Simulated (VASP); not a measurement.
# Be2CdS3 (I-4m2) in VASP: further runs

The runs below take Be2CdS3 through relaxation of cell and atoms, with PBE.

Everything below comes from runs of VASP 6.6.1. Logs are shortened: lines on timing, memory, paths and dates and some standing lists are left out, and cuts for length are marked.

### Step 1. The structure

Symmetry: I-4m2, No. 119, tetragonal system. Conventional cell: a = 3.660 Å, b = 3.660 Å, c = 15.550 Å, α = 90.00°, β = 90.00°, γ = 90.00°. Be (site symmetry 2mm) is surrounded by 4 S at 2.15 to 2.21 Å. Around Cd (site symmetry -4m2) lie 4 S at 2.37 Å. Around S (site symmetry 2mm) lie 2 Be at 2.15 Å and 2 Cd at 2.37 Å. S (site symmetry -4m2) is surrounded by 4 Be at 2.21 Å.

The cell was built by a generator and needn't be a form met in nature.

### Step 2. Relaxation of cell and atoms, PBE

INCAR reads:

```
  PREC = Normal
  ENCUT = 520
  EDIFF = 1E-4
  ISMEAR = 0
  SIGMA = 0.15
  LREAL = False
  LASPH = True
  NELM = 60
  ALGO = Fast
  ISIF = 3
  LWAVE = False
  LCHARG = False
  GGA = PE
  IBRION = 2
  NSW = 24
  EDIFFG = -0.08
  KPAR = 2
```

KPOINTS reads:

```
regular mesh
0
Gamma
  5 5 5
```

POSCAR reads:

```
Be2CdS3
1.0
   -1.8300000000      1.8300000000      7.7750000000
    1.8300000000     -1.8300000000      7.7750000000
    1.8300000000      1.8300000000     -7.7750000000
Be Cd S
2 1 3
Direct
    0.6700000000      0.6700000000      0.0000000000
    0.3300000000      0.3300000000      0.0000000000
    0.0000000000      0.0000000000      0.0000000000
    0.5970000000      0.0970000000      0.5000000000
    0.9030000000      0.4030000000      0.5000000000
    0.2500000000      0.7500000000      0.5000000000
```

Potentials or basis: VASP PAW PBE potentials, release 64 (Be, Cd, S).

Run with:

```sh
cat potpaw_PBE.64/Be/POTCAR potpaw_PBE.64/Cd/POTCAR potpaw_PBE.64/S/POTCAR > POTCAR
mpirun -np 2 vasp_std > vasp.out
```

OUTCAR:

```text
PREC = Normal
   ENCUT = 520
   EDIFF = 1E-4
   ISMEAR = 0
   LREAL = False
   LASPH = True
   NELM = 60
   ISIF = 3
   GGA = PE
   IBRION = 2
   NSW = 24
   EDIFFG = -0.08

 ion  position               nearest neighbor table
   1  0.670  0.670  0.000-   4 2.15   4 2.15   6 2.21   6 2.21
   2  0.330  0.330  0.000-   5 2.15   5 2.15   6 2.21   6 2.21
   3  0.000  0.000  0.000-   4 2.37   5 2.37   4 2.37   5 2.37
   4  0.597  0.097  0.500-   1 2.15   1 2.15   3 2.37   3 2.37
   5  0.903  0.403  0.500-   2 2.15   2 2.15   3 2.37   3 2.37
   6  0.250  0.750  0.500-   2 2.21   1 2.21   2 2.21   1 2.21

  LATTYP: Found a body centered tetragonal cell.
 ALAT       =     3.6600000000
 C/A-ratio  =     4.2486338798

  Lattice vectors:

 A1 = (  -1.8300000000,   1.8300000000,   7.7750000000)
 A2 = (   1.8300000000,  -1.8300000000,   7.7750000000)
 A3 = (   1.8300000000,   1.8300000000,  -7.7750000000)

Analysis of symmetry for initial positions (statically):
=====================================================================
 Subroutine PRICEL returns:
 Original cell was already a primitive cell.

 Routine SETGRP: Setting up the symmetry group for a
 body centered tetragonal supercell.

 Subroutine GETGRP returns: Found  8 space group operations
 (whereof  8 operations were pure point group operations)
 out of a pool of 16 trial point group operations.

The static configuration has the point symmetry D_2d.

Analysis of symmetry for dynamics (positions and initial velocities):
=====================================================================
 Subroutine PRICEL returns:
 Original cell was already a primitive cell.

 Routine SETGRP: Setting up the symmetry group for a
 body centered tetragonal supercell.

 Subroutine GETGRP returns: Found  8 space group operations
 (whereof  8 operations were pure point group operations)
 out of a pool of 16 trial point group operations.

The dynamic configuration has the point symmetry D_2d.

 Subroutine INISYM returns: Found  8 space group operations
 (whereof  8 operations are pure point group operations),
 and found     1 'primitive' translations

----------------------------------------------------------------------------------------

                                     Primitive cell

  volume of cell :     104.1508

  direct lattice vectors                    reciprocal lattice vectors
    -1.830000000  1.830000000  7.775000000     0.000000000  0.273224044  0.064308682
     1.830000000 -1.830000000  7.775000000     0.273224044  0.000000000  0.064308682
     1.830000000  1.830000000 -7.775000000     0.273224044  0.273224044  0.000000000

  length of vectors
     8.194414256  8.194414256  8.194414256     0.280690193  0.280690193  0.386397148

  position of ions in fractional coordinates (direct lattice)
     0.670000000  0.670000000  0.000000000
     0.330000000  0.330000000  0.000000000
     0.000000000  0.000000000  0.000000000
     0.597000000  0.097000000  0.500000000
     0.903000000  0.403000000  0.500000000
     0.250000000  0.750000000  0.500000000

  ion indices of the primitive-cell ions
   primitive index   ion index
                 1           1
                 2           2
                 3           3
                 4           4
                 5           5
                 6           6

----------------------------------------------------------------------------------------

 KPOINTS: regular mesh

Automatic generation of k-mesh.
 Grid dimensions read from file:
 generate k-points for:    5    5    5

 Generating k-lattice:

  Cartesian coordinates                     Fractional coordinates (reciprocal lattice)
     0.000000000  0.054644809  0.012861736     0.200000000  0.000000000 -0.000000000
     0.054644809  0.000000000  0.012861736     0.000000000  0.200000000 -0.000000000
     0.054644809  0.054644809  0.000000000     0.000000000  0.000000000  0.200000000

  Length of vectors
     0.056138039  0.056138039  0.077279430

  Shift w.r.t. Gamma in fractional coordinates (k-lattice)
     0.000000000  0.000000000  0.000000000

 Subroutine IBZKPT returns following result:
 ===========================================

 Found     18 irreducible k-points:

 Following reciprocal coordinates:
            Coordinates               Weight
  0.000000  0.000000  0.000000      1.000000
  0.200000 -0.000000  0.000000      8.000000
  0.400000  0.000000 -0.000000      8.000000
  0.200000  0.200000  0.000000      8.000000
  0.400000  0.200000  0.000000     16.000000
 -0.400000  0.200000  0.000000     16.000000
[... 10 lines left out ...]
 -0.400000  0.400000  0.400000      4.000000
 -0.400000 -0.400000  0.400000      2.000000
   k-points           NKPTS =     18   k-points in BZ     NKDIM =     18   number of bands    NBANDS=     21
   number of dos      NEDOS =    301   number of ions     NIONS =      6
   total plane-waves  NPLWV = 110592
   dimension x,y,z NGX =    48 NGY =   48 NGZ =   48
   dimension x,y,z NGXF=    96 NGYF=   96 NGZF=   96
   ions per type =               2   1   3
   NGX,Y,Z   is equivalent  to a cutoff of   9.74,  9.74,  9.74 a.u.
   NGXF,Y,Z  is equivalent  to a cutoff of  19.48, 19.48, 19.48 a.u.
 SYSTEM =  unknown system
   PREC   = normal    normal or accurate (medium, high low for compatibility)
   ISTART =      0    job   : 0-new  1-cont  2-samecut
   ICHARG =      2    charge: 1-file 2-atom 10-const
   ISPIN  =      1    spin polarized calculation?
   LNONCOLLINEAR =      F non collinear calculations
   LSORBIT =      F    spin-orbit coupling
   LASPH  =      T    aspherical Exc in radial PAW
   ENCUT  =  520.0 eV  38.22 Ry    6.18 a.u.  15.24 15.24 15.24*2*pi/ulx,y,z
   NELM   =     60;   NELMIN=  2; NELMDL= -5     # of ELM steps
   EDIFF  = 0.1E-03   stopping-criterion for ELM
   LREAL  =      F    real-space projection
   EDIFFG = -.8E-01   stopping-criterion for IOM
   NSW    =     24    number of steps for IOM
   IBRION =      2    ionic relax: 0-MD 1-quasi-New 2-CG
   NFREE  =      1    steps in history (QN), initial steepest desc. (CG)
   ISIF   =      3    stress and relaxation
   ISYM   =      2    0-nonsym 1-usesym 2-fastsym
   POTIM  = 0.5000    time-step for ionic-motion
   TEBEG  =    0.0;   TEEND  =   0.0 temperature during run
   PSTRESS=    0.0 pullay stress
   NELECT =      34.0000    total number of electrons
   NUPDOWN=      -1.0000    fix difference up-down
   EMIN   =  10.00;   EMAX   =-10.00  energy-range for DOS
   EFERMI =   0.00;   METHOD = LEGACY
   ISMEAR =     0;   SIGMA  =   0.15  broadening in eV -4-tet -1-fermi 0-gaus
   EFERMI_NEDOS =   21; number of points for ismear=-14 and -15
   IALGO  =     68    algorithm
   IMIX   =      4    mixing-type and parameters
     AMIX     =   0.40;   BMIX     =  1.00
     AMIX_MAG =   1.60;   BMIX_MAG =  1.00
  volume/ion in A,a.u.               =      17.36       117.14
  Fermi-wavevector in a.u.,A,eV,Ry     =   1.127233  2.130161 17.288294  1.270654
  Thomas-Fermi vector in A             =   2.263918
   LORBIT       =      0    0 simple, 1 ext, 2 COOP (PROOUT), +10 PAW based schemes
   GGA     = PE    functional components
   LHFCALC =     F    Hartree Fock is set to
   AEXX    =    0.0000 exact exchange contribution
   IVDW    =     0    specifies the selected vdW correction
   LEPSILON=     F    determine dielectric tensor
   LRPA    =     F    only Hartree local field effects (RPA)
 conjugate gradient relaxation of ions
 non-spin polarized calculation
 RMM-DIIS sequential band-by-band and
 Gauss-broadening in eV      SIGMA  =   0.15
  energy-cutoff  :      520.00
  volume of cell :      104.15
 maximum number of plane-waves:      2821
   NGX = 31   NGY = 31   NGZ = 31

--------------------------------------- Ionic step        1  -------------------------------------------

 number of electron      34.0000011 magnetization

 Free energy of the ion-electron system (eV)
  ---------------------------------------------------
  ext. energy  EPLUGINS =         0.00000000
  ---------------------------------------------------
  free energy    TOTEN  =       -25.18781444 eV

  energy without entropy =      -25.18781444  energy(sigma->0) =      -25.18781444

------------------------ aborting loop because EDIFF is reached ----------------------------------------

  FORCE on cell =-STRESS in cart. coord.  units (eV):
  Direction    XX          YY          ZZ          XY          YZ          ZX
  --------------------------------------------------------------------------------------
  -------------------------------------------------------------------------------------
  Total        2.2364011      2.2364011      4.5199799      0.0000000      0.0000000      0.0000000
  in kB       34.4031102     34.4031102     69.5319674      0.0000000      0.0000000      0.0000000
  external PRESSURE =      46.1127293 kB  Pullay stress =       0.0000000 kB
[... 225 lines left out ...]
  energy  without entropy=      -25.6499282086  energy(sigma->0) =      -25.64992821

--------------------------------------- Ionic step        7  -------------------------------------------

 number of electron      33.9999989 magnetization

 Free energy of the ion-electron system (eV)
  ---------------------------------------------------
  ext. energy  EPLUGINS =         0.00000000
  ---------------------------------------------------
  free energy    TOTEN  =       -25.66056319 eV

  energy without entropy =      -25.66056319  energy(sigma->0) =      -25.66056319

 E-fermi :   3.7956     XC(G=0):  -9.5347

 val. band max:        3.1656942299   @ k =   0.0000   0.0000   0.0000
 cond. band min:       5.7354023827   @ k =   0.0000   0.0000   0.0000
 fundamental gap:      2.5697081528
 Fermi energy:         3.7956254170

 k-point     1 :       0.0000    0.0000    0.0000
  band No.  band energies     occupation
      1     -10.2299      2.00000
      2      -9.3627      2.00000
      3      -8.7644      2.00000
      4      -4.8746      2.00000
      5      -4.6784      2.00000
      6      -4.6784      2.00000
[... 454 lines left out ...]
  FREE ENERGIE OF THE ION-ELECTRON SYSTEM (eV)
  ---------------------------------------------------
  free  energy   TOTEN  =       -25.6605631862 eV

  energy  without entropy=      -25.6605631862  energy(sigma->0) =      -25.66056319

 reached required accuracy - stopping structural energy minimisation
```

Run time: 1.9 min. Hardware: 2 MPI ranks of Intel Xeon 6975P-C (Granite Rapids), shared host; peak memory 0.34 GiB.

Results:

- Free energy: -25.6606 eV
- Relaxed volume: 17.77 Å³/atom
- Relaxed cell: a = 8.519 Å, b = 8.519 Å, c = 8.519 Å, α = 155.45°, β = 155.45°, γ = 35.00°
- Space group after relaxing (to 0.05 Å): I-4m2 (No. 119)
- Energy gained by relaxing: 78.8 meV/atom
- Ionic steps: 7
- Pressure after relaxing: 0.2 GPa
- Largest force after relaxing: 0.040 eV/Å
- Band gap on the k mesh: 2.57 eV, direct

Forces on the atoms (eV/Å):
```
Be   0.000  0.000  0.030
Be   0.000  0.000 -0.030
Cd   0.000  0.000  0.000
S    0.000  0.000 -0.040
S    0.000  0.000  0.040
S    0.000  0.000  0.000
```

The path:
```tsv
step	energy change (eV)	largest force (eV/Å)	pressure (GPa)	volume (Å³)
1	0.0000	1.9677	4.61	104.15
2	-0.3107	0.6393	-2.49	111.85
3	-0.3108	0.6385	-2.60	112.06
4	-0.4236	0.4844	-1.29	109.05
5	-0.4617	0.3270	0.24	106.44
6	-0.4621	0.3032	0.46	106.06
7	-0.4727	0.0402	0.16	106.64
```

Final structure:
```
Be Cd S
1.0
    -1.81145    1.81145    8.12493
     1.81145   -1.81145    8.12493
     1.81145    1.81145   -8.12493
Be Cd S
2 1 3
Direct
  0.67761 0.67761 0.00000
  0.32239 0.32239 0.00000
  0.00000 0.00000 0.00000
  0.60808 0.10808 0.50000
  0.89192 0.39192 0.50000
  0.25000 0.75000 0.50000
```

Levels at points of the mesh, in eV from the valence-band top:
```csv
k point,band 14,band 15,band 16,band 17,band 18,band 19,band 20,band 21
"(0.00, 0.00, 0.00)",-1.82,-0.68,0.00,0.00,2.57,3.13,4.13,4.76
```

Caveat: the k mesh is coarse (spacing up to 0.49 Å⁻¹), so the values aren't converged; an odd mesh through Γ misses points on the zone boundary, where band edges often lie; the relaxation stopped at a loose force limit of 0.08 eV/Å, so its end isn't a converged minimum.

### Step 3. Relaxation of cell and atoms, PBE

This run uses another cell than the first one, of 20.80 Å³/atom, 1.198 times its volume.

INCAR is that of step 2.

KPOINTS reads:

```
regular mesh
0
Gamma
  3 3 2
```

POSCAR reads:

```
Be2CdS3
1.0
    4.1930560900      0.0000000000      0.0000000000
    0.0000000000      4.1930560900      0.0000000000
    0.0000000000      0.0000000000      7.0966844400
Be Cd S
2 1 3
Direct
    0.0000000000      0.5000000000      0.0000000000
    0.5000000000      0.0000000000      0.0000000000
    0.5000000000      0.5000000000      0.5000000000
    0.0000000000      0.0000000000      0.8645393100
    0.0000000000      0.0000000000      0.1354606900
    0.0000000000      0.0000000000      0.5000000000
```

Potentials or basis: VASP PAW PBE potentials, release 64 (Be, Cd, S).

Run with:

```sh
cat potpaw_PBE.64/Be/POTCAR potpaw_PBE.64/Cd/POTCAR potpaw_PBE.64/S/POTCAR > POTCAR
mpirun -np 2 vasp_std > vasp.out
```

Wall time 45 s (2 MPI ranks of Intel Xeon 6975P-C (Granite Rapids), shared host); peak memory 0.16 GiB.

It converged, with:

| Property | Result |
| --- | --- |
| Free energy | -21.0812 eV |
| Relaxed volume | 18.94 Å³/atom |
| Relaxed cell | a = 3.590 Å, b = 3.590 Å, c = 8.816 Å, α = 90.00°, β = 90.00°, γ = 90.00° |
| Space group after relaxing (to 0.05 Å) | P4/mmm (No. 123) |
| Energy gained by relaxing | 659.8 meV/atom |
| Ionic steps | 15 |
| Pressure after relaxing | -0.1 GPa |
| Largest force after relaxing | 0.079 eV/Å |
| Band gap on the k mesh | none (metal or under the smearing width) |

Forces in eV/Å, atoms in the order of the input:
```
Be   0.000  0.000  0.000
Be   0.000  0.000  0.000
Cd   0.000  0.000  0.000
S    0.000  0.000  0.079
S    0.000  0.000 -0.079
S    0.000  0.000  0.000
```

Stress tensor (GPa, compression positive):
```
-0.18  0.00  0.00
 0.00 -0.18  0.00
 0.00  0.00 -0.05
```

The path:
```csv
step,energy change (eV),largest force (eV/Å),pressure (GPa),volume (Å³)
1,0.0000,6.1674,-0.08,124.77
2,-2.5212,0.6619,-5.80,123.29
3,-2.6830,2.1060,-6.36,122.45
4,-3.2889,2.6291,0.95,107.31
5,-3.3268,2.5235,-0.69,109.87
6,-3.7812,0.9699,2.34,106.52
7,-3.8110,0.2773,3.32,105.50
8,-3.9331,0.0300,0.93,110.64
9,-3.9497,0.2133,-0.46,114.60
10,-3.9504,0.2017,-0.45,114.16
11,-3.9470,0.1321,0.02,112.39
12,-3.9503,0.1720,-0.13,113.60
13,-3.9504,0.1927,-0.18,113.90
14,-3.9577,0.2094,-0.01,113.55
15,-3.9587,0.0792,-0.14,113.66
```

Final structure:
```
CELL_PARAMETERS angstrom
3.59049 0.00000 0.00000
0.00000 3.59049 0.00000
0.00000 0.00000 8.81623
ATOMIC_POSITIONS crystal
Be 0.00000 0.50000 0.00000
Be 0.50000 0.00000 0.00000
Cd 0.50000 0.50000 0.50000
S 0.00000 0.00000 0.84423
S 0.00000 0.00000 0.15577
S 0.00000 0.00000 0.50000
```

Levels at points of the mesh, in eV from the Fermi level:
```csv
k point,band 14,band 15,band 16,band 17,band 18,band 19,band 20,band 21
"(0.00, 0.00, 0.00)",-2.65,-1.19,-1.19,-0.08,0.11,0.99,3.58,3.66
"(0.00, 0.00, 0.50)",-2.33,-1.45,-1.12,-1.12,0.13,0.79,3.60,4.08
```

Caveat: the k mesh is coarse (spacing up to 0.50 Å⁻¹), so the values aren't converged; the relaxation stopped at a loose force limit of 0.08 eV/Å, so its end isn't a converged minimum.
